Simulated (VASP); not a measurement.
VASP runs on HgS (zinc blende) share one base input (PBE GGA, plane waves, VASP's PBE PAW potentials (set 64)) and change the settings named in each case.

### POSCAR
```
HgS
1
    0.0000000000     2.9835000000     2.9835000000
    2.9835000000     0.0000000000     2.9835000000
    2.9835000000     2.9835000000     0.0000000000
Hg S
1 1
Direct
  0.0000000000   0.0000000000   0.0000000000
  0.2500000000   0.2500000000   0.2500000000
```

### KPOINTS
```
Automatic mesh
0
Gamma
  7 7 7
0 0 0
```

### INCAR
```
! general
SYSTEM   =  HgS
PREC     =  Accurate
ENCUT    =  400
LREAL    =  .FALSE.
LASPH    =  .TRUE.

! electronic loop
EDIFF    =  1E-6
NELM     =  100
ALGO     =  Normal
LMAXMIX  =  6

! smearing
ISMEAR   =  0
SIGMA    =  0.05

! functional
GGA      =  PE

! ions
ISIF     =  2

! output
LWAVE    =  .FALSE.
LCHARG   =  .FALSE.
```

POTCAR, in this order: Hg S (PBE.64 set). Program: vasp_std.

```csv
change,electronic steps
base run,12
"AMIX = 0.1, BMIX = 0.0001, IMIX = 1",36
"AMIX = 0.6, BMIX = 0.0001, IMIX = 1",16
"AMIX = 1.0, BMIX = 0.0001, IMIX = 4",14
"AMIX = 0.6, BMIX = 1.0, IMIX = 4",12
"AMIX = 0.2, BMIX = 0.0001, IMIX = 1",20
```
 Unless said otherwise, spin-orbit coupling is left out, though it shifts the bands of the heavy elements here.

Left out are runs that ran out of time, are held back, or changed the cell or the kind of run, fixed moments of cells without a moment, rows past the twelfth, gaps on odd meshes, pressures of charged cells and columns that move by less than the noise.

The compound is HgS in the zinc blende structure, metacinnabar; cinnabar is the stable form. The cell was not relaxed at this level.
